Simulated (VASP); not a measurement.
These are r2SCAN meta-GGA, VASP's PBE PAW potentials (set 64) (plane waves; VASP 6.6.1) values and carry that method's errors.

Input for VASP

### KPOINTS
```
Automatic mesh
0
G
 5 5 3
```

### POSCAR
```
SrBrF
1
    4.2257234612     0.0000000000     0.0000000000
    0.0000000000     4.2257234612     0.0000000000
    0.0000000000     0.0000000000     7.3721001976
Sr Br F
2 2 2
Direct
  0.0000000000   0.5000000000   0.8152552751
  0.5000000000   0.0000000000   0.1847447249
  0.5000000000   0.0000000000   0.6486419537
  0.0000000000   0.5000000000   0.3513580463
  0.5000000000   0.5000000000   1.0000000000
  0.0000000000   0.0000000000   1.0000000000
```

INCAR:
```
SYSTEM = SrBrF
PREC = Accurate
ENCUT = 520
EDIFF = 1E-6
NELM = 100
ALGO = Normal
LREAL = .FALSE.
LASPH = .TRUE.
ISMEAR = 0
SIGMA = 0.05
METAGGA = R2SCAN
LMIXTAU = .TRUE.
LMAXMIX = 4
LWAVE = .FALSE.
LCHARG = .FALSE.
IBRION = 2
ISIF = 3
NSW = 60
EDIFFG = -0.02
```

POTCAR, in this order: Sr_sv Br F (PBE.64 set). Program: vasp_std.

Question: What does the run give for the energy per atom (σ→0), band gap (on the k-mesh)?

Answer: 
```
Quantity                           Result
------------------------  ---------------
energy per atom (σ→0)     -13.877 eV/atom
band gap (on the k-mesh)          5.82 eV
```

File OSZICAR:
```
...
DAV:  16    -0.832583946911E+02   -0.34412E-03   -0.16797E-04   752   0.111E-01    0.106E-01
DAV:  17    -0.832583989778E+02   -0.42867E-05   -0.11131E-03   768   0.259E-01    0.381E-02
DAV:  18    -0.832588296783E+02   -0.43070E-03   -0.26064E-04   744   0.148E-01    0.215E-02
DAV:  19    -0.832588847834E+02   -0.55105E-04   -0.61075E-05   768   0.677E-02    0.298E-02
DAV:  20    -0.832589983351E+02   -0.11355E-03   -0.59415E-05   760   0.640E-02    0.141E-02
DAV:  21    -0.832590068969E+02   -0.85617E-05   -0.64988E-06   848   0.177E-02    0.883E-03
DAV:  22    -0.832590071220E+02   -0.22510E-06   -0.13659E-06   468   0.110E-02
   1 F= -.83259007E+02 E0= -.83259007E+02  d E =-.832590E+02
```

The structure comes from a computed database's SrBrF entry (P4/nmm); how it stands against other phases isn't given here. It was relaxed first. The start is the result of an earlier pass.
